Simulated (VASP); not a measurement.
A run of VASP 6.6.1 is set up as follows.

Contents of POSCAR:

```
SiB
1.0
    5.2403000000      0.0000000000      0.0000000000
    0.0000000000      2.9766800000      0.0000000000
    0.0000000000      0.0000000000      5.6696000000
Si B
4 4
Direct
    0.8313440000      0.7500000000      0.0942220000
    0.1686560000      0.2500000000      0.9057780000
    0.6686560000      0.2500000000      0.5942220000
    0.3313440000      0.7500000000      0.4057780000
    0.9303300000      0.7500000000      0.4444810000
    0.0696700000      0.2500000000      0.5555190000
    0.4303300000      0.7500000000      0.0555190000
    0.5696700000      0.2500000000      0.9444810000
```

The input INCAR.step1:

```
PREC = Accurate
ENCUT = 520
EDIFF = 1E-8
ISMEAR = 0
SIGMA = 0.1
LREAL = False
LASPH = True
NELM = 60
ALGO = Fast
ISIF = 3
LWAVE = False
LCHARG = False
GGA = PE
KPAR = 4
IBRION = 2
NSW = 40
EDIFFG = -0.002
```

INCAR.step2

```
PREC = Accurate
ENCUT = 520
EDIFF = 1E-8
ISMEAR = 0
SIGMA = 0.1
LREAL = False
LASPH = True
NELM = 60
ALGO = Fast
ISIF = 2
LWAVE = False
LCHARG = False
GGA = PE
KPAR = 4
IBRION = 6
NFREE = 2
POTIM = 0.015
NSW = 1
```

The input KPOINTS:

```
regular mesh
0
Gamma
  6 10 6
```

Potentials or basis: VASP PAW PBE potentials, release 64 (Si, B).

Command:

```console
$ cat potpaw_PBE.64/Si/POTCAR potpaw_PBE.64/B/POTCAR > POTCAR
$ cp INCAR.step1 INCAR
$ mpirun -np 4 vasp_std > vasp.out
$ cp CONTCAR POSCAR
$ cp INCAR.step2 INCAR
$ mpirun -np 4 vasp_std > vasp.out
```

(1) What does it give for the highest phonon frequency at Γ, LO-TO splitting left out?

## Answers

(1) 853 cm⁻¹.
